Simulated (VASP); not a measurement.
Input:

```xyz
2
Lattice="0.0000 3.0789 3.0789 3.0789 0.0000 3.0789 3.0789 3.0789 0.0000" Properties=species:S:1:pos:R:3 pbc="T T T"
Cd     0.0000     0.0000     0.0000
S      1.5395     1.5395     1.5395
```

Method: PBE GGA, VASP's PBE PAW potentials (set 64) (plane waves; VASP 6.6.1). Settings: 480 eV cut-off, 8×8×8 Γ-centred mesh, Gaussian smearing of 0.050 eV, potentials Cd S.

**Question.** Predict the energy per atom (σ→0), pressure, band gap (on the k-mesh) with the smallest direct gap where there is one.

**Answer.** 
| Item | Result |
|---|---|
| band gap (on the k-mesh) | 0.78 eV |
| smallest direct gap (on the k-mesh) | 0.78 eV |
| energy per atom (σ→0) | -3.027 eV/atom |
| pressure | -4.57 GPa |

Only differences to runs with the same potentials and settings are physical.

The compound is CdS in the zinc blende structure, a metastable form; wurtzite is the usual one. This cell was strained or had an atom moved on purpose.
